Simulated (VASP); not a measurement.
Level of theory: PBE GGA, VASP's PBE PAW potentials (set 64) (plane waves; VASP).

Input for VASP

### KPOINTS
```
Automatic mesh
0
Monkhorst-Pack
3 3 3
0 0 0
```

INCAR:
```
SYSTEM = BAs
PREC = Accurate; ENCUT = 520; LREAL = .False.
LASPH = .True.
EDIFF = 1E-6; NELM = 100; ALGO = Normal
LMAXMIX = 4
ISMEAR = 0; SIGMA = 0.05
GGA = PE
ISIF = 2
LWAVE = .False.; LCHARG = .False.
```

**POSCAR**
```
BAs
1.0
  0.0000000000   2.3900000000   2.3900000000
  2.3900000000   0.0000000000   2.3900000000
  2.3900000000   2.3900000000   0.0000000000
B As
1 1
Cartesian
  0.0000000000   0.0000000000   0.0000000000
  1.1950000000   1.1950000000   1.1950000000
```

POTCAR, in this order: B As (PBE.64 set). Program: vasp_std.

**Question.** Predict the energy per atom (σ→0), pressure.

**Answer.** 
```
Property                        Value
---------------------  --------------
energy per atom (σ→0)  -5.384 eV/atom
pressure                     5.52 GPa
```

**OSZICAR**
```
...
DAV:   6    -0.108446744355E+02    0.66143E+00   -0.21799E+00    72   0.759E+00    0.249E+00
DAV:   7    -0.107757710179E+02    0.68903E-01   -0.20792E-01    88   0.285E+00    0.105E+00
DAV:   8    -0.107679258888E+02    0.78451E-02   -0.31764E-02    72   0.126E+00    0.132E-01
DAV:   9    -0.107684524331E+02   -0.52654E-03   -0.81196E-04    80   0.217E-01    0.842E-02
DAV:  10    -0.107688002329E+02   -0.34780E-03   -0.51712E-04    72   0.176E-01    0.205E-02
DAV:  11    -0.107688043593E+02   -0.41264E-05   -0.75695E-06    88   0.224E-02    0.157E-02
DAV:  12    -0.107688045596E+02   -0.20038E-06   -0.45857E-06    80   0.153E-02
   1 F= -.10768805E+02 E0= -.10768805E+02  d E =-.319873E-11
```

The compound is BAs in the zinc blende structure. The cell was not relaxed at this level. The k-mesh is coarse (spacing up to 0.76 per Å, 2π included), so the numbers may not be converged in it. The run is one of a series of settings (KPOINTS 3×3×3 Monkhorst-Pack mesh against the base run), some of them coarse on purpose.
